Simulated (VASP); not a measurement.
# Ca3ZnSe4 (P-43m) in VASP: further runs

Runs on Ca3ZnSe4. Level: PBE. Tasks: single point.

Program: VASP 6.6.1. These are calculated values, not measurements. Logs are shortened: lines on timing, memory, paths and dates and some standing lists are left out, and cuts for length are marked.

## (1) Starting point

The structure is cubic, space group P-43m (No. 215). Conventional cell: a = 6.382 Å, b = 6.382 Å, c = 6.382 Å, α = 90.00°, β = 90.00°, γ = 90.00°. Se (site symmetry 3m) has 1 Zn at 2.54 Å and 3 Ca at 2.84 Å as nearest neighbours. Around Zn (site symmetry -43m) lie 4 Se at 2.54 Å. Ca (site symmetry -42m) is surrounded by 4 Se at 2.84 Å.

The cell comes from a database or a generator and needn't be the stable form of this composition.

## (2) Single point, PBE

Input file INCAR:

```
SYSTEM = Ca3ZnSe4
ALGO = Normal
EDIFF = 1E-7
ENCUT = 520
GGA = PE
ISIF = 2
ISMEAR = 0
LASPH = .True.
LCHARG = .False.
LREAL = .False.
LWAVE = .False.
NBANDS = 43
NELM = 100
PREC = Accurate
SIGMA = 0.05
```

Input file KPOINTS:

```
k-points
0
Gamma
  4 4 4
  0 0 0
```

Input file POSCAR:

```
Ca3ZnSe4
1.0
    6.3818350000      0.0000000000      0.0000000000
    0.0000000000      6.3818350000      0.0000000000
    0.0000000000      0.0000000000      6.3818350000
Se Zn Ca
4 1 3
Direct
    0.2300930000      0.2300930000      0.2300930000
    0.2300930000      0.7699070000      0.7699070000
    0.7699070000      0.2300930000      0.7699070000
    0.7699070000      0.7699070000      0.2300930000
    0.0000000000      0.0000000000      0.0000000000
    0.5000000000      0.0000000000      0.5000000000
    0.5000000000      0.5000000000      0.0000000000
    0.0000000000      0.5000000000      0.5000000000
```

Potentials or basis: VASP PAW PBE potentials, release 64 (Se, Zn, Ca_sv).

On the command line:

```console
> cat potpaw_PBE.64/Se/POTCAR potpaw_PBE.64/Zn/POTCAR potpaw_PBE.64/Ca_sv/POTCAR > POTCAR
> mpirun -np 1 vasp_std > vasp.out
```

OUTCAR:

```text
SYSTEM = Ca3ZnSe4
   EDIFF = 1E-7
   ENCUT = 520
   GGA = PE
   ISIF = 2
   ISMEAR = 0
   LASPH = .True.
   LREAL = .False.
   NELM = 100
   PREC = Accurate

 ion  position               nearest neighbor table
   1  0.230  0.230  0.230-   5 2.54   6 2.84   7 2.84   8 2.84
   2  0.230  0.770  0.770-   5 2.54   6 2.84   7 2.84   8 2.84
   3  0.770  0.230  0.770-   5 2.54   6 2.84   7 2.84   8 2.84
   4  0.770  0.770  0.230-   5 2.54   6 2.84   7 2.84   8 2.84
   5  0.000  0.000  0.000-   1 2.54   2 2.54   3 2.54   4 2.54
   6  0.500  0.000  0.500-   1 2.84   2 2.84   3 2.84   4 2.84
   7  0.500  0.500  0.000-   1 2.84   2 2.84   3 2.84   4 2.84
   8  0.000  0.500  0.500-   1 2.84   2 2.84   3 2.84   4 2.84

  LATTYP: Found a simple cubic cell.
 ALAT       =     6.3818350000

  Lattice vectors:

 A1 = (   6.3818350000,   0.0000000000,   0.0000000000)
 A2 = (   0.0000000000,   6.3818350000,   0.0000000000)
 A3 = (   0.0000000000,   0.0000000000,   6.3818350000)

Analysis of symmetry for initial positions (statically):
=====================================================================
 Subroutine PRICEL returns:
 Original cell was already a primitive cell.

 Routine SETGRP: Setting up the symmetry group for a
 simple cubic supercell.

 Subroutine GETGRP returns: Found 24 space group operations
 (whereof 24 operations were pure point group operations)
 out of a pool of 48 trial point group operations.

The static configuration has the point symmetry T_d .

Analysis of symmetry for dynamics (positions and initial velocities):
=====================================================================
 Subroutine PRICEL returns:
 Original cell was already a primitive cell.

 Routine SETGRP: Setting up the symmetry group for a
 simple cubic supercell.

 Subroutine GETGRP returns: Found 24 space group operations
 (whereof 24 operations were pure point group operations)
 out of a pool of 48 trial point group operations.

The dynamic configuration has the point symmetry T_d .

 Subroutine INISYM returns: Found 24 space group operations
 (whereof 24 operations are pure point group operations),
 and found     1 'primitive' translations

----------------------------------------------------------------------------------------

                                     Primitive cell

  volume of cell :     259.9182

  direct lattice vectors                    reciprocal lattice vectors
     6.381835000  0.000000000  0.000000000     0.156694744  0.000000000  0.000000000
     0.000000000  6.381835000  0.000000000     0.000000000  0.156694744  0.000000000
     0.000000000  0.000000000  6.381835000     0.000000000  0.000000000  0.156694744

  length of vectors
     6.381835000  6.381835000  6.381835000     0.156694744  0.156694744  0.156694744

  position of ions in fractional coordinates (direct lattice)
     0.230093000  0.230093000  0.230093000
     0.230093000  0.769907000  0.769907000
     0.769907000  0.230093000  0.769907000
     0.769907000  0.769907000  0.230093000
     0.000000000  0.000000000  0.000000000
     0.500000000  0.000000000  0.500000000
     0.500000000  0.500000000  0.000000000
     0.000000000  0.500000000  0.500000000

  ion indices of the primitive-cell ions
   primitive index   ion index
                 1           1
                 2           2
                 3           3
                 4           4
                 5           5
                 6           6
                 7           7
                 8           8

----------------------------------------------------------------------------------------

 KPOINTS: k-points

Automatic generation of k-mesh.
 Grid dimensions read from file:
 generate k-points for:    4    4    4

 Generating k-lattice:

  Cartesian coordinates                     Fractional coordinates (reciprocal lattice)
     0.039173686  0.000000000  0.000000000     0.250000000  0.000000000  0.000000000
     0.000000000  0.039173686  0.000000000     0.000000000  0.250000000  0.000000000
     0.000000000  0.000000000  0.039173686     0.000000000  0.000000000  0.250000000

  Length of vectors
     0.039173686  0.039173686  0.039173686

  Shift w.r.t. Gamma in fractional coordinates (k-lattice)
     0.000000000  0.000000000  0.000000000

 Subroutine IBZKPT returns following result:
 ===========================================

 Found     10 irreducible k-points:

 Following reciprocal coordinates:
            Coordinates               Weight
  0.000000  0.000000  0.000000      1.000000
  0.250000  0.000000  0.000000      6.000000
  0.500000  0.000000  0.000000      3.000000
  0.250000  0.250000  0.000000     12.000000
  0.500000  0.250000  0.000000     12.000000
  0.500000  0.500000  0.000000      3.000000
  0.250000  0.250000  0.250000      8.000000
  0.500000  0.250000  0.250000     12.000000
  0.500000  0.500000  0.250000      6.000000
  0.500000  0.500000  0.500000      1.000000
   k-points           NKPTS =     10   k-points in BZ     NKDIM =     10   number of bands    NBANDS=     43
   number of dos      NEDOS =    301   number of ions     NIONS =      8
   total plane-waves  NPLWV = 110592
   dimension x,y,z NGX =    48 NGY =   48 NGZ =   48
   dimension x,y,z NGXF=    96 NGYF=   96 NGZF=   96
   ions per type =               4   1   3
   NGX,Y,Z   is equivalent  to a cutoff of  12.50, 12.50, 12.50 a.u.
   NGXF,Y,Z  is equivalent  to a cutoff of  25.01, 25.01, 25.01 a.u.
 SYSTEM =  Ca3ZnSe4
   PREC   = accura    normal or accurate (medium, high low for compatibility)
   ISTART =      0    job   : 0-new  1-cont  2-samecut
   ICHARG =      2    charge: 1-file 2-atom 10-const
   ISPIN  =      1    spin polarized calculation?
   LNONCOLLINEAR =      F non collinear calculations
   LSORBIT =      F    spin-orbit coupling
   LASPH  =      T    aspherical Exc in radial PAW
   ENCUT  =  520.0 eV  38.22 Ry    6.18 a.u.  11.87 11.87 11.87*2*pi/ulx,y,z
   NELM   =    100;   NELMIN=  2; NELMDL= -5     # of ELM steps
   EDIFF  = 0.1E-06   stopping-criterion for ELM
   LREAL  =      F    real-space projection
   EDIFFG = 0.1E-05   stopping-criterion for IOM
   NSW    =      0    number of steps for IOM
   IBRION =     -1    ionic relax: 0-MD 1-quasi-New 2-CG
   NFREE  =      0    steps in history (QN), initial steepest desc. (CG)
   ISIF   =      2    stress and relaxation
   ISYM   =      2    0-nonsym 1-usesym 2-fastsym
   POTIM  = 0.5000    time-step for ionic-motion
   TEBEG  =    0.0;   TEEND  =   0.0 temperature during run
   PSTRESS=    0.0 pullay stress
   NELECT =      66.0000    total number of electrons
   NUPDOWN=      -1.0000    fix difference up-down
   EMIN   =  10.00;   EMAX   =-10.00  energy-range for DOS
   EFERMI =   0.00;   METHOD = LEGACY
   ISMEAR =     0;   SIGMA  =   0.05  broadening in eV -4-tet -1-fermi 0-gaus
   EFERMI_NEDOS =   21; number of points for ismear=-14 and -15
   IALGO  =     38    algorithm
   IMIX   =      4    mixing-type and parameters
     AMIX     =   0.40;   BMIX     =  1.00
     AMIX_MAG =   1.60;   BMIX_MAG =  1.00
  volume/ion in A,a.u.               =      32.49       219.25
  Fermi-wavevector in a.u.,A,eV,Ry     =   1.036678  1.959037 14.622200  1.074701
  Thomas-Fermi vector in A             =   2.171080
   LORBIT       =      0    0 simple, 1 ext, 2 COOP (PROOUT), +10 PAW based schemes
   GGA     = PE    functional components
   LHFCALC =     F    Hartree Fock is set to
   AEXX    =    0.0000 exact exchange contribution
   IVDW    =     0    specifies the selected vdW correction
   LEPSILON=     F    determine dielectric tensor
   LRPA    =     F    only Hartree local field effects (RPA)
 non-spin polarized calculation
 Gauss-broadening in eV      SIGMA  =   0.05
  energy-cutoff  :      520.00
  volume of cell :      259.92
 maximum number of plane-waves:      7088
 NGX is ok and might be reduce to    48
   NGX = 23   NGY = 23   NGZ = 23

 number of electron      66.0000013 magnetization

 Free energy of the ion-electron system (eV)
  ---------------------------------------------------
  ext. energy  EPLUGINS =         0.00000000
  ---------------------------------------------------
  free energy    TOTEN  =       -32.53361376 eV

  energy without entropy =      -32.53361376  energy(sigma->0) =      -32.53361376

 E-fermi :   0.3015     XC(G=0):  -7.8982

 val. band max:        0.0320948071   @ k =   0.5000   0.0000   0.0000
 cond. band min:       2.0676363561   @ k =   0.0000   0.0000   0.0000
 fundamental gap:      2.0355415489
 Fermi energy:         0.3014610663

 k-point     1 :       0.0000    0.0000    0.0000
  band No.  band energies     occupation
      1     -39.3179      2.00000
      2     -39.3154      2.00000
      3     -39.3154      2.00000
      4     -20.4113      2.00000
      5     -20.4113      2.00000
      6     -20.4113      2.00000
[... 35 lines left out ...]
     42       5.6258      0.00000
     43       5.9894      0.00000

 k-point     2 :       0.2500    0.0000    0.0000
  band No.  band energies     occupation
      1     -39.3176      2.00000
      2     -39.3157      2.00000
      3     -39.3154      2.00000
      4     -20.4102      2.00000
      5     -20.4102      2.00000
      6     -20.4089      2.00000
[... 35 lines left out ...]
     42       5.6030      0.00000
     43       5.8521      0.00000

 k-point     3 :       0.5000    0.0000    0.0000
  band No.  band energies     occupation
      1     -39.3171      2.00000
      2     -39.3163      2.00000
      3     -39.3154      2.00000
      4     -20.4091      2.00000
      5     -20.4091      2.00000
      6     -20.4063      2.00000
[... 275 lines left out ...]
      6     -20.3914      2.00000
[... 35 lines left out ...]
     42       5.4193      0.00000
     43       5.4362      0.00000

 k-point    10 :       0.5000    0.5000    0.5000
  band No.  band energies     occupation
      1     -39.3163      2.00000
      2     -39.3163      2.00000
      3     -39.3163      2.00000
      4     -20.4358      2.00000
      5     -20.3914      2.00000
      6     -20.3914      2.00000
[... 35 lines left out ...]
     42       5.4281      0.00000
     43       5.4762      0.00000

------------------------ aborting loop because EDIFF is reached ----------------------------------------

  FORCE on cell =-STRESS in cart. coord.  units (eV):
  Direction    XX          YY          ZZ          XY          YZ          ZX
  --------------------------------------------------------------------------------------
  -------------------------------------------------------------------------------------
  Total       -0.0012758     -0.0012758     -0.0012758      0.0000000      0.0000000      0.0000000
  in kB       -0.0078645     -0.0078645     -0.0078645      0.0000000      0.0000000      0.0000000
  external PRESSURE =      -0.0078645 kB  Pullay stress =       0.0000000 kB

 VOLUME and BASIS-vectors are now :
 -----------------------------------------------------------------------------
  energy-cutoff  :      520.00
  volume of cell :      259.92
      direct lattice vectors                 reciprocal lattice vectors
     6.381835000  0.000000000  0.000000000     0.156694744  0.000000000  0.000000000
     0.000000000  6.381835000  0.000000000     0.000000000  0.156694744  0.000000000
     0.000000000  0.000000000  6.381835000     0.000000000  0.000000000  0.156694744

 POSITION                                       TOTAL-FORCE (eV/Angst)
 -----------------------------------------------------------------------------------
      1.46842      1.46842      1.46842        -0.015643     -0.015643     -0.015643
      1.46842      4.91342      4.91342        -0.015643      0.015643      0.015643
      4.91342      1.46842      4.91342         0.015643     -0.015643      0.015643
      4.91342      4.91342      1.46842         0.015643      0.015643     -0.015643
      0.00000      0.00000      0.00000         0.000000     -0.000000      0.000000
      3.19092      0.00000      3.19092         0.000000     -0.000000      0.000000
      3.19092      3.19092      0.00000        -0.000000      0.000000      0.000000
      0.00000      3.19092      3.19092        -0.000000     -0.000000      0.000000
 -----------------------------------------------------------------------------------
    total drift:                                0.000000      0.000000      0.000000

  FREE ENERGIE OF THE ION-ELECTRON SYSTEM (eV)
  ---------------------------------------------------
  free  energy   TOTEN  =       -32.5336137572 eV

  energy  without entropy=      -32.5336137572  energy(sigma->0) =      -32.53361376
```

It took 93 s on 1 thread of AMD EPYC 9R45 (Zen 5), shared host; peak memory 0.35 GiB.

Results:

```yaml
Free_energy: -32.5336 eV
Pressure: 0.0 GPa
Largest_force: 0.027 eV/Å
Band_gap_on_the_k_mesh: 2.04 eV, indirect (least direct gap 2.10 eV)
```

Forces on the atoms (eV/Å):
```
Se  -0.016 -0.016 -0.016
Se  -0.016  0.016  0.016
Se   0.016 -0.016  0.016
Se   0.016  0.016 -0.016
Zn   0.000  0.000  0.000
Ca   0.000  0.000  0.000
Ca   0.000  0.000  0.000
Ca   0.000  0.000  0.000
```

A k mesh can miss the band edges. Expect the measured gap to be larger: semilocal functionals such as PBE lack the derivative discontinuity.

## (3) Single point, PBE

Input file run.py:

```python
from ase.calculators.vasp import Vasp
from ase.dft.bandgap import bandgap
from ase.io import read

atoms = read('Ca3ZnSe4.cif', primitive_cell=True, subtrans_included=False)
calc = Vasp(
    directory='calc',
    xc='pbe',
    pp='PBE',
    setups='recommended',
    prec='Accurate',
    encut=520,
    ediff=1e-06,
    ismear=0,
    sigma=0.05,
    lreal=False,
    lasph=True,
    nelm=60,
    algo='Normal',
    isif=2,
    lwave=False,
    lcharg=False,
    kpts=[4, 4, 4],
    gamma=True,
)
atoms.calc = calc

print('energy (eV):', atoms.get_potential_energy())
print('free energy (eV):', atoms.get_potential_energy(force_consistent=True))
print('forces (eV/A):')
print(atoms.get_forces())
print('stress (eV/A^3, Voigt):', atoms.get_stress())
print('Fermi level (eV):', calc.get_fermi_level())
gap, top, bottom = bandgap(calc)
print('band gap (eV):', gap, 'from (spin, k, band)', top, 'to', bottom)
```

Input file Ca3ZnSe4.cif:

```cif
data_Ca3ZnSe4
_cell_length_a 6.38183500
_cell_length_b 6.38183500
_cell_length_c 6.38183500
_cell_angle_alpha 90.00000000
_cell_angle_beta 90.00000000
_cell_angle_gamma 90.00000000
_space_group_name_H-M_alt 'P-43m'
_space_group_name_Hall 'P -4 2 3'
_space_group_IT_number 215
loop_
_space_group_symop_operation_xyz
'x,y,z'
'y,-x,-z'
'-x,-y,z'
'-y,x,-z'
'x,-y,-z'
'y,x,z'
'-x,y,-z'
'-y,-x,z'
'z,x,y'
'-z,y,-x'
'z,-x,-y'
'-z,-y,x'
'-z,x,-y'
'z,y,x'
'-z,-x,y'
'z,-y,-x'
'y,z,x'
'-x,-z,y'
'-y,z,-x'
'x,-z,-y'
'-y,-z,x'
'x,z,y'
'y,-z,-x'
'-x,z,-y'
loop_
_atom_site_label
_atom_site_type_symbol
_atom_site_symmetry_multiplicity
_atom_site_Wyckoff_symbol
_atom_site_fract_x
_atom_site_fract_y
_atom_site_fract_z
_atom_site_occupancy
Se1 Se 4 e 0.2300930000 0.2300930000 0.2300930000 1
Zn1 Zn 1 a 0.0000000000 0.0000000000 0.0000000000 1
Ca1 Ca 3 c 0.5000000000 0.0000000000 0.5000000000 1
```

Potentials or basis: VASP PAW PBE potentials, release 64 (Se, Zn, Ca_sv).

On the command line:

```console
> python run.py
```

Run time: 72 s. Hardware: 1 thread of AMD EPYC 9R45 (Zen 5), shared host; peak memory 0.34 GiB.

The run converged. Its results:

| Quantity | Value |
| --- | --- |
| Free energy | -32.5336 eV |
| Pressure | 0.0 GPa |
| Largest force | 0.027 eV/Å |
| Band gap on the k mesh | 2.04 eV, indirect (least direct gap 2.10 eV) |

Forces in eV/Å, atoms in the order of the input:
```
Se  -0.016 -0.016 -0.016
Se  -0.016  0.016  0.016
Se   0.016  0.016 -0.016
Se   0.016 -0.016  0.016
Zn   0.000  0.000  0.000
Ca   0.000  0.000  0.000
Ca   0.000  0.000  0.000
Ca   0.000  0.000  0.000
```

Levels at points of the mesh, in eV from the valence-band top:
| k point | band 29 | band 30 | band 31 | band 32 | band 33 | band 34 | band 35 | band 36 | band 37 | band 38 |
| --- | --- | --- | --- | --- | --- | --- | --- | --- | --- | --- |
| (0.00, 0.00, 0.00) | -0.16 | -0.16 | -0.07 | -0.07 | -0.07 | 2.04 | 3.50 | 3.50 | 3.50 | 3.87 |
| (0.50, 0.00, 0.00) | -0.83 | -0.20 | -0.20 | 0.00 | 0.00 | 3.80 | 3.82 | 3.85 | 3.85 | 4.52 |
| (0.50, 0.50, 0.00) | -0.34 | -0.15 | -0.12 | -0.12 | -0.04 | 3.77 | 4.17 | 4.39 | 4.39 | 4.83 |
| (0.50, 0.50, 0.50) | -0.14 | -0.14 | -0.09 | -0.09 | -0.09 | 2.78 | 4.76 | 4.76 | 4.76 | 5.28 |

A k mesh can miss the band edges. As with any semilocal functional, this PBE gap is likely too small.
